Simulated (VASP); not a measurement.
Here is the system:

```yaml
crystal:
  lattice:
    - [2.65422, 0.00000, 0.00000]
    - [0.00000, 2.65422, 0.00000]
    - [0.00000, 0.00000, 2.65422]
  atoms:
    - { symbol: Al, position: [0.50000, 0.50000, 0.50000] }
    - { symbol: Co, position: [0.00000, 0.00000, 0.00000] }
```

The numbers are results of LDA (Ceperley-Alder, Perdew-Zunger), VASP's LDA PAW potentials (set 64) (plane waves; VASP), not measurements. Numerical set-up: 500 eV cut-off, 14×14×14 Γ-centred mesh, first-order Methfessel-Paxton smearing of 0.10 eV, potentials Al Co.

### Question
Estimate the energy per atom (σ→0), pressure, band gap (on the k-mesh) with the smallest direct gap where there is one.

### Answer

The band gap (on the k-mesh) is none (metal, semimetal or under 0.01 eV), the energy per atom (σ→0) is -6663 meV/atom and the pressure is 44.96 GPa.

The compound is CoAl in the CsCl type structure. It was relaxed first under an external pressure of 45 GPa. The run is not spin-polarised, so no magnetic state was tried.
